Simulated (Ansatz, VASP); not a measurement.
# BN in two plane-wave programs, part 2 of 2

Wanted: the spread between two codes on one cell, functional and k mesh. The cell is taken from a series of runs on this material, whose earlier steps may have relaxed, scaled, displaced or heated it; both programs get it as it stands.

VASP 6.6.1 and Ansatz 0.2.0.

So far: The structure; Ansatz: zone-centre phonons, LDA, pair 1; VASP: zone-centre phonons, LDA, pair 1; Comparison.

## (5) VASP: zone-centre phonons, LDA, pair 2

Level of this step: LDA; plane waves and PAW (B, N) (VASP).

Second derivatives magnify differences that forces hide, and they need a tight electronic threshold.

The input, INCAR:

```
SYSTEM = BN
PREC = Accurate
ENCUT = 600
EDIFF = 1E-08
NELM = 120
ISMEAR = -1
SIGMA = 0.03
LREAL = .FALSE.
ALGO = Normal
GGA = PW92
NELECT = 7.997706
NBANDS = 9
LORBIT = 11
LWAVE = .FALSE.
LCHARG = .FALSE.
ISIF = 2
IBRION = 8
LASPH = .TRUE.
GGA_COMPAT = .FALSE.
KPAR = 2
```

The input, POSCAR:

```
BN
1.0
    0.0000000000      1.7899253158      1.7899253158
    1.7899253158      0.0000000000      1.7899253158
    1.7899253158      1.7899253158      0.0000000000
B N
1 1
Direct
    0.0000000000      0.0000000000      0.0000000000
    0.2500000000      0.2500000000      0.2500000000
```

The input, KPOINTS:

```
Automatic mesh
0
Gamma
29 29 29
0 0 0
```

Potentials, in the order of the species: B and N (LDA family, release 64).

Started as:

```
> mpirun -np 2 vasp_std
```

Numbers of over 12 decimals in the logs are rounded to 6 here.

Output:

```text
[banner, memory and clock lines left out]
running    2 mpi-ranks, on    1 nodes
[...]
[... a notice as in an earlier step ...]

 LDA part: xc-table for (Slater(with rela. corr.)+PW92), standard interpolation
 POSCAR, INCAR and KPOINTS ok, starting setup
[...]
entering main loop
       N       E                     dE             d eps       ncg     rms          rms(c)
DAV:   1     0.100409653670E+02    0.10041E+02   -0.48153E+03 12544   0.850E+02
DAV:   2    -0.202253955394E+02   -0.30266E+02   -0.29257E+02 15541   0.170E+02
DAV:   3    -0.206401077463E+02   -0.41471E+00   -0.41310E+00 13881   0.187E+01
DAV:   4    -0.206407167944E+02   -0.60905E-03   -0.60903E-03 13306   0.768E-01
DAV:   5    -0.206407173395E+02   -0.54508E-06   -0.54527E-06 13442   0.242E-02BRMIX: very serious problems
 the old and the new charge density differ
 old charge density:     8.00000 new    7.99771
BRMIX: very serious problems
 the old and the new charge density differ
 old charge density:     8.00000 new    7.99771
    0.665E+00
[...]
RMM:   9    -0.368220974054E-01    0.71851E-07    0.15148E-07101925   0.269E-05    0.992E-07
RMM:  10    -0.368221024913E-01   -0.50859E-08    0.11391E-07 67226   0.162E-05    0.423E-07
RMM:  11    -0.368221040275E-01   -0.15362E-08    0.98463E-08 57986   0.161E-05    0.172E-08
 first order change of Fermi-energy   0.49513E-05
 force on displaced ion       1 direction 1 : -23.950  -0.000  -0.000
 Linear response progress:
  Degree of freedom:   2/  2
       N       E                     dE             d eps       ncg     rms          rms(c)
RMM:   1    -0.230404448611E+00   -0.23040E+00    0.10052E-01125799   0.370E+00
RMM:   2    -0.224191483098E+00    0.62130E-02   -0.21528E-03 93920   0.499E-01    0.234E-01
RMM:   3    -0.225193126474E+00   -0.10016E-02   -0.45448E-04 85220   0.187E-01    0.126E-01
RMM:   4    -0.227293318988E+00   -0.21002E-02   -0.43833E-04 83583   0.183E-01    0.235E-02
[...]
RMM:   9    -0.227359042436E+00    0.91329E-07    0.14302E-07101842   0.499E-05    0.104E-06
RMM:  10    -0.227359036473E+00    0.59623E-08    0.13851E-07 78188   0.333E-05    0.436E-07
RMM:  11    -0.227359040036E+00   -0.35626E-08    0.12490E-07 63432   0.331E-05    0.273E-08
 first order change of Fermi-energy   0.16853E-03
 force on displaced ion       2 direction 1 : -23.942  -0.000  -0.000
 Linear response finished
```

Parts of OUTCAR (step 5):

```text
  Total       -0.0014591     -0.0014591     -0.0014591     -0.0000000     -0.0000000      0.0000000
  in kB       -0.2038234     -0.2038234     -0.2038234     -0.0000000     -0.0000000      0.0000000
  external PRESSURE =      -0.2038234 kB  Pullay stress =       0.0000000 kB

 POSITION                                       TOTAL-FORCE (eV/Angst)
 -----------------------------------------------------------------------------------
      0.00000      0.00000      0.00000        -0.000000     -0.000000     -0.000000
      0.89496      0.89496      0.89496         0.000000      0.000000      0.000000
 -----------------------------------------------------------------------------------
    total drift:                               -0.000000     -0.000000     -0.000000

[... 2 parts as in an earlier step ...]
```

## (6) Ansatz: zone-centre phonons, LDA, pair 2

The same cell, functional (in two slightly different forms), mesh and smearing now go to Ansatz, which takes its cutoff from its data sets.

The cell is taken from a series of runs on this material, whose earlier steps may have relaxed, scaled, displaced or heated it; both programs get it as it stands.

The input, input.yaml:

```yaml
crystal:
  lattice:
    - [0.0, 1.7899253158, 1.7899253158]
    - [1.7899253158, 0.0, 1.7899253158]
    - [1.7899253158, 1.7899253158, 0.0]
  atoms:
    - { symbol: B, position: [0.0, 0.0, 0.0] }
    - { symbol: "N", position: [0.25, 0.25, 0.25] }
total_charge: 0.002294
kpoints:
  mp_grid: { grid: [29, 29, 29] }
hamiltonian:
  xc: lda
  pseudopotentials: { kind: paw, azcp: { folder: soft_1 }, xc_functional: pbe }
scf:
  occupations: { method: fermi_dirac, width: 0.03 }
output:
  eigenvalues: true
phonons:
  method: dfpt
```

Started as:

```
> ansatz run input.yaml --threads 8 --pin off --max-ram 16384MiB --backend cpu --events-out ev --progress --plain --runs-dir out
```

Output:

```text
[...]
Crystal: 2 atoms, lattice volume = 11.469 Å³
Basis set: ecut = 420 eV, 229 PW (Γ), exchange–correlation on 36×36×36 points (8 copies of the dense FFT grid, shifted against one another)
Bands: 8, of which v1, the nominal top of the filled ones, is band 4 counted from 1 (3 counted from 0)
Symmetry: 24 space group operations
k-points: 1800 of 24389 (irreducible under 8 space group operations, time reversal used)
[...]
Free energy (F): -526.497303 eV
[...]
Internal energy: -526.497170 eV  (E = F + TS)
E sigma→0 (E₀):  -526.497237 eV
Entropy (-TS):   -0.000134 eV (-0.067 meV/atom)
Fermi energy:    11.345943 eV
[...]
--- Band table (eV; the first three rows and the last of 1800) ---
[...]
ASR residual: 9.146e-6 → 0.000e0 eV/Å²; symmetrization residual: 2.417e-7 eV/Å²
  ASR residual per site (eV/Å²): 9.15e-6 4.51e-6
  Γ frequencies (cm⁻¹): 0.00 0.00 0.00 1024.07 1024.07 1024.07
[...]
[key lines of the parts left out:]
SCF converged after 8 iterations
```

## (7) Comparison

Compared:

```
                  quantity  Ansatz    VASP  difference
optical mode 1 to 3 (cm⁻¹)  1024.1  1033.2     -0.88 %
```

Modes are paired by rising frequency, not by their patterns, so a pair may set unlike modes beside each other; they are those without the splitting of longitudinal modes. The cell carries a charge of +0.002294 e against a uniform background, so its pressure also hangs on how the neutralising background is counted, and in a defect's cell a gap may be the spacing between its levels.

## (8) Outcome

```yaml
r_m_s_difference_of_the_optical_zone_centre_modes_each_program_s_sorted_by_frequency_zone_centre_phonons_lda_pair_1: 8.2 cm⁻¹
difference_in_optical_mode_1_to_3_zone_centre_phonons_lda_pair_1: -0.8 %
r_m_s_difference_of_the_optical_zone_centre_modes_each_program_s_sorted_by_frequency_zone_centre_phonons_lda_pair_2: 9.1 cm⁻¹
difference_in_optical_mode_1_to_3_zone_centre_phonons_lda_pair_2: -0.9 %
```

**Reading.** The r.m.s. difference of the optical zone-centre modes, each program's sorted by frequency is 8.2 cm⁻¹ (zone-centre phonons, LDA, pair 1). Among the rows given in per cent, the largest difference of the zone-centre phonons, LDA, pair 1 pair is in optical mode 1 to 3, -0.8 %. Among the rows given in per cent, the largest difference of the zone-centre phonons, LDA, pair 2 pair is in optical mode 1 to 3, -0.9 %. Such differences can come from data sets, numerical settings and the points named under the comparisons, not from the functional's error against experiment.

[Lines on the potential files, build, host, timing and source positions are cut from VASP's logs without a mark.]

[Logs are printed without paths, hosts, clocks, repeated set-up lines and the standing remarks that a program may print on its own settings, such as how far it seeks lower states.]

[Hosts, paths, dates, database ids (printed as entryN), source tags and the programs' standing remarks are cut or masked in the printed files.]
